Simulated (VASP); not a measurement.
Calculation: PBE GGA with D3 dispersion (Becke-Johnson damping), VASP's PBE PAW potentials (set 64) (plane waves; VASP 6.6.1).

A VASP calculation is set up with these files.

File POSCAR:
```
Sn
1.0
 -2.9526977994   2.9526977994   1.6034658913
  2.9526977994  -2.9526977994   1.6034658913
  2.9526977994   2.9526977994  -1.6034658913
Sn
2
Cart
  2.9526977994   0.0000000000   0.8017329456
  0.0000000000   0.0000000000   0.0000000000
```

File KPOINTS:
```
Automatic
0
Gamma
  13 13 13
0 0 0
```

INCAR:
```
LREAL  =  .FALSE.
ISIF  =  4   ! ions and shape, fixed volume
LCHARG  =  .FALSE.
IVDW  =  12   ! D3, Becke-Johnson
GGA  =  PE   ! PBE
ENCUT  =  520
IBRION  =  2
SYSTEM  =  Sn
LMAXMIX  =  4
SIGMA  =  0.1   ! width (eV)
PREC  =  Accurate
EDIFF  =  1E-7   ! SCF stop (eV)
LASPH  =  .TRUE.
NSW  =  30   ! most ionic steps
LWAVE  =  .FALSE.
ISMEAR  =  1   ! Methfessel-Paxton
ALGO  =  Normal   ! blocked Davidson
EDIFFG  =  -0.01   ! ionic stop
NELM  =  100
```

POTCAR, in this order: Sn_d (PBE.64 set). Program: vasp_std.

Unless said otherwise, spin-orbit coupling is left out, though it shifts the bands of the heavy elements here.

Q: Estimate the energy per atom (σ→0), dispersion energy, pressure, band gap (on the k-mesh).

A: 
```json
{
 "energy per atom (σ→0)": "-4.184 eV/atom",
 "dispersion_energy": "-0.756 eV",
 "band gap (on the k-mesh)": "none (metal, semimetal or under 0.01 eV)",
 "pressure": "-14.9 kbar"
}
```

OSZICAR:
```
...
DAV:   7    -0.761205339277E+01    0.31924E-02   -0.20947E-02  9114   0.218E+00    0.164E-01
DAV:   8    -0.761201425786E+01    0.39135E-04   -0.19019E-03  8140   0.648E-01    0.363E-02
DAV:   9    -0.761202287186E+01   -0.86140E-05   -0.56116E-05  9126   0.784E-02    0.139E-02
DAV:  10    -0.761202140972E+01    0.14621E-05   -0.74802E-06  8890   0.400E-02    0.163E-03
DAV:  11    -0.761202153080E+01   -0.12108E-06   -0.28375E-07  6332   0.749E-03    0.109E-03
DAV:  12    -0.761202128356E+01    0.24724E-06   -0.60202E-08  3806   0.305E-03    0.239E-04
DAV:  13    -0.761202132056E+01   -0.37001E-07   -0.13662E-08  3748   0.176E-03
   1 F= -.83684165E+01 E0= -.83684329E+01  d E =-.836842E+01
```

The compound is Sn in the beta structure. This cell is one point of a volume scan, at 1.03 of the reference volume.
